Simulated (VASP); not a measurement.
```
CELL_PARAMETERS angstrom
     -1.58000     1.58000     1.58000
      1.58000    -1.58000     1.58000
      1.58000     1.58000    -1.58000
ATOMIC_POSITIONS crystal
  W  0.00000 0.00000 0.00000
```

Level of theory: RPBE GGA, VASP's PBE PAW potentials (set 64) (plane waves; VASP). Settings: 520 eV cut-off, 15×15×15 Γ-centred mesh, first-order Methfessel-Paxton smearing of 0.10 eV, potentials W_sv.

Energy and stress use the plane-wave basis of the starting cell.

The ions, cell shape and volume are relaxed. Predict the relaxed structure.

```
CELL_PARAMETERS angstrom
     -1.59936     1.59936     1.59936
      1.59936    -1.59936     1.59936
      1.59936     1.59936    -1.59936
ATOMIC_POSITIONS crystal
  W  0.00000 0.00000 0.00000
```
Space group Im-3m (229), at a tolerance of 0.03 Å.

How do energy and volume change from the first to the last step?

The energy (σ→0) changes by -20.7 meV/atom and the volume by +3.7 %, in 4 ionic steps.

The compound is W in the bcc structure. This run relaxes it. Symmetry was kept, so distortions that lower it aren't found.
